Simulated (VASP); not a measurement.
All values below come from RPBE GGA, VASP's PBE PAW potentials (set 64) (plane waves; VASP).

VASP ran on this input.

### POSCAR
```
Pt3Ti
1
    3.9691737309     0.0000000000     0.0000000000
    0.0000000000     3.9691737309     0.0000000000
    0.0000000000     0.0000000000     3.9691737309
Ti Pt
1 3
Direct
  0.0000000000   0.0000000000   0.0000000000
  0.0000000000   0.5000000000   0.5000000000
  0.5000000000   0.0000000000   0.5000000000
  0.5000000000   0.5000000000   0.0000000000
```

INCAR:
```
ALGO = Normal
EDIFF = 1E-7
ENCUT = 520
GGA = RP
ICHARG = 11
ISMEAR = 0
LASPH = T
LCHARG = F
LMAXMIX = 6
LORBIT = 11
LREAL = F
LWAVE = F
NELM = 100
PREC = Accurate
SIGMA = 0.05
SYSTEM = Pt3Ti
```

File KPOINTS:
```
k-points along high-symmetry lines
15
Line-mode
Reciprocal
  0.000000   0.000000   0.000000 ! GAMMA
  0.000000   0.500000   0.000000 ! X

  0.000000   0.500000   0.000000 ! X
  0.500000   0.500000   0.000000 ! M

  0.500000   0.500000   0.000000 ! M
  0.000000   0.000000   0.000000 ! GAMMA

  0.000000   0.000000   0.000000 ! GAMMA
  0.500000   0.500000   0.500000 ! R

  0.500000   0.500000   0.500000 ! R
  0.000000   0.500000   0.000000 ! X

  0.500000   0.500000   0.500000 ! R
  0.500000   0.500000   0.000000 ! M
```

POTCAR, in this order: Ti_sv Pt (PBE.64 set). Program: vasp_std. Read from the step before: CHGCAR.

The run wrote:

OUTCAR:
```
 ion  position               nearest neighbor table
   1  0.000  0.000  0.000-   2 2.81   3 2.81   4 2.81   2 2.81   3 2.81   2 2.81   4 2.81   2 2.81
                             3 2.81   4 2.81   3 2.81   4 2.81
   2  0.000  0.500  0.500-   1 2.81   3 2.81   4 2.81   1 2.81   4 2.81   1 2.81   3 2.81   1 2.81
                             3 2.81   4 2.81   4 2.81   3 2.81
   3  0.500  0.000  0.500-   1 2.81   2 2.81   4 2.81   1 2.81   4 2.81   2 2.81   4 2.81   4 2.81
                             1 2.81   2 2.81   1 2.81   2 2.81
   4  0.500  0.500  0.000-   1 2.81   2 2.81   3 2.81   2 2.81   3 2.81   1 2.81   3 2.81   3 2.81
                             1 2.81   2 2.81   2 2.81   1 2.81
  LATTYP: Found a simple cubic cell.
 ALAT       =     3.9691737309
 Subroutine PRICEL returns:
 Original cell was already a primitive cell.
 Subroutine GETGRP returns: Found 48 space group operations
The static configuration has the point symmetry O_h .
The dynamic configuration has the point symmetry O_h .
 Subroutine INISYM returns: Found 48 space group operations
   k-points           NKPTS =     90   k-points in BZ     NKDIM =     90   number of bands    NBANDS=     25
   number of dos      NEDOS =    301   number of ions     NIONS =      4
   total plane-waves  NPLWV =  27000
   dimension x,y,z NGX =    30 NGY =   30 NGZ =   30
   dimension x,y,z NGXF=    60 NGYF=   60 NGZF=   60
   ions per type =               1   3
   PREC   = accura    normal or accurate (medium, high low for compatibility)
   ISTART =      0    job   : 0-new  1-cont  2-samecut
   ICHARG =     11    charge: 1-file 2-atom 10-const
   ISPIN  =      1    spin polarized calculation?
   LNONCOLLINEAR =      F non collinear calculations
   LSORBIT =      F    spin-orbit coupling
   INIWAV =      1    electr: 0-lowe 1-rand  2-diag
   ENCUT  =  520.0 eV  38.22 Ry    6.18 a.u.   7.38  7.38  7.38*2*pi/ulx,y,z
   NELM   =    100;   NELMIN=  2; NELMDL= -5     # of ELM steps
   EDIFF  = 0.1E-06   stopping-criterion for ELM
   LREAL  =      F    real-space projection
   NLSPLINE    = F    spline interpolate recip. space projectors
   LMAXMIX     =    6 max onsite mixed and CHGCAR
   VOSKOWN=      0    Vosko Wilk Nusair interpolation
   EDIFFG = 0.1E-05   stopping-criterion for IOM
   NSW    =      0    number of steps for IOM
   NBLOCK =      1;   KBLOCK =      1    inner block; outer block
   IBRION =     -1    ionic relax: 0-MD 1-quasi-New 2-CG
   NFREE  =      0    steps in history (QN), initial steepest desc. (CG)
   ISIF   =      2    stress and relaxation
   ISYM   =      2    0-nonsym 1-usesym 2-fastsym
   TEIN   =    0.0    initial temperature
   TEBEG  =    0.0;   TEEND  =   0.0 temperature during run
   SMASS  =  -3.00    Nose mass-parameter (am)
   PSTRESS=    0.0 pullay stress
   NELECT =      42.0000    total number of electrons
   EFERMI =   0.00;   METHOD = LEGACY
   ISMEAR =     0;   SIGMA  =   0.05  broadening in eV -4-tet -1-fermi 0-gaus
   IALGO  =     38    algorithm
   LDIAG  =      T    sub-space diagonalisation (order eigenvalues)
   IMIX   =      4    mixing-type and parameters
     AMIX     =   0.40;   BMIX     =  1.00
     AMIX_MAG =   1.60;   BMIX_MAG =  1.00
     AMIN     =   0.10
   GGA     = RP    functional components
   VOSKOWN =     0    Vosko Wilk Nusair interpolation
   LHFCALC =     F    Hartree Fock is set to
   LHFONE  =     F    Hartree Fock one center treatment
   AEXX    =    0.0000 exact exchange contribution
   IVDW    =     0    specifies the selected vdW correction
   LEPSILON=     F    determine dielectric tensor
   LRPA    =     F    only Hartree local field effects (RPA)
  energy-cutoff  :      520.00
  volume of cell :       62.53
      direct lattice vectors                 reciprocal lattice vectors
     3.969173731  0.000000000  0.000000000     0.251941605  0.000000000  0.000000000
     0.000000000  3.969173731  0.000000000     0.000000000  0.251941605  0.000000000
     0.000000000  0.000000000  3.969173731     0.000000000  0.000000000  0.251941605
 k-point     1 :   0.0000 0.0000 0.0000  plane waves:    1743
 k-point     2 :   0.0000 0.0357 0.0000  plane waves:    1735
 k-point     3 :   0.0000 0.0714 0.0000  plane waves:    1723
 k-point     4 :   0.0000 0.1071 0.0000  plane waves:    1711
...
```

**OSZICAR**
```
       N       E                     dE             d eps       ncg     rms          rms(c)
DAV:   1     0.374814280474E+03    0.37481E+03   -0.21701E+04  4500   0.182E+03
DAV:   2     0.635680692535E+01   -0.36846E+03   -0.36096E+03  4971   0.447E+02
DAV:   3    -0.237064130874E+02   -0.30063E+02   -0.28846E+02  7170   0.106E+02
DAV:   4    -0.248952058378E+02   -0.11888E+01   -0.11463E+01  5453   0.201E+01
DAV:   5    -0.249415620370E+02   -0.46356E-01   -0.46159E-01  6518   0.384E+00
DAV:   6    -0.249431836017E+02   -0.16216E-02   -0.16194E-02  5860   0.495E-01
DAV:   7    -0.249432194131E+02   -0.35811E-04   -0.35794E-04  6679   0.714E-02
DAV:   8    -0.249432205015E+02   -0.10885E-05   -0.10882E-05  5643   0.803E-03
DAV:   9    -0.249432205290E+02   -0.27418E-07   -0.27649E-07  4367   0.118E-03
   1 F= -.24943221E+02 E0= -.24938058E+02  d E =-.103257E-01
```

### OUTCAR
```
 val. band max:       10.9751208609   @ k =   0.0357   0.0357   0.0000

 cond. band min:      10.9893355765   @ k =   0.0000   0.3929   0.0000



 k-point     1 :       0.0000    0.0000    0.0000
  band No.  band energies     occupation
      1     -47.4299      2.00000
      2     -23.5585      2.00000
      3     -23.5585      2.00000
      4     -23.5585      2.00000
      5       1.3229      2.00000
      6       4.1417      2.00000
      7       4.4583      2.00000
      8       4.4583      2.00000
      9       4.7667      2.00000
     10       4.7667      2.00000
     11       4.7667      2.00000
     12       7.6325      2.00000
     13       7.6325      2.00000
     14       7.6325      2.00000
     15       9.4079      2.00000
     16       9.4079      2.00000
     17      10.4518      2.00000
     18      10.9928      0.85654
     19      10.9928      0.85653
     20      10.9928      0.85653
     21      12.2672      0.00000
     22      12.2672      0.00000
     23      12.6192      0.00000
     24      12.6192      0.00000
     25      12.6196      0.00000

 k-point     2 :       0.0000    0.0357    0.0000
  band No.  band energies     occupation
      1     -47.4299      2.00000
      2     -23.5588      2.00000
      3     -23.5586      2.00000
      4     -23.5586      2.00000
      5       1.3391      2.00000
      6       4.1518      2.00000
      7       4.4639      2.00000
      8       4.4717      2.00000
      9       4.7726      2.00000
     10       4.7763      2.00000
     11       4.7763      2.00000
     12       7.6229      2.00000
     13       7.6373      2.00000
     14       7.6373      2.00000
     15       9.3945      2.00000
     16       9.4100      2.00000
     17      10.4379      2.00000
     18      10.9134      1.96116
     19      10.9134      1.96116
     20      10.9928      0.85541
     21      12.2175      0.00000
     22      12.2597      0.00000
     23      12.4884      0.00000
     24      12.4884      0.00000
...
```

The density is held fixed in this step, so its total energy and stress have no physical meaning. Unless said otherwise, spin-orbit coupling is left out, though it shifts the bands of the heavy elements here.

The compound is Pt3Ti in the L1_2 structure. It was relaxed first.
